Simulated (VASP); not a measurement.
```
Ni
1.0
    0.00000     1.73089     1.73089
    1.73089     0.00000     1.73089
    1.73089     1.73089     0.00000
Ni
1
Direct
  0.00000   0.00000   0.00000
```
Starting moments (μB, in the order of the record's atoms Ni): 0.6.

Computed with PBEsol GGA, VASP's PBE PAW potentials (set 64) (plane waves; VASP). Numerical set-up: 500 eV cut-off, 18×18×18 Γ-centred mesh, first-order Methfessel-Paxton smearing of 0.10 eV, potentials Ni.

Estimate the cell moment, energy per atom (σ→0), band gap (on the k-mesh) with the smallest direct gap where there is one.

```yaml
band gap (on the k-mesh): none (metal, semimetal or under 0.01 eV)
cell_moment: 0.61 μB
energy per atom (σ→0): -6.137 eV/atom
```

Give the moment on each site (PAW-sphere projection).

```csv
site,moment (μB)
Ni1,0.62
```

Total energies compare only between runs with the same potentials, cut-off and functional.

The compound is Ni in the fcc structure. It was relaxed first.
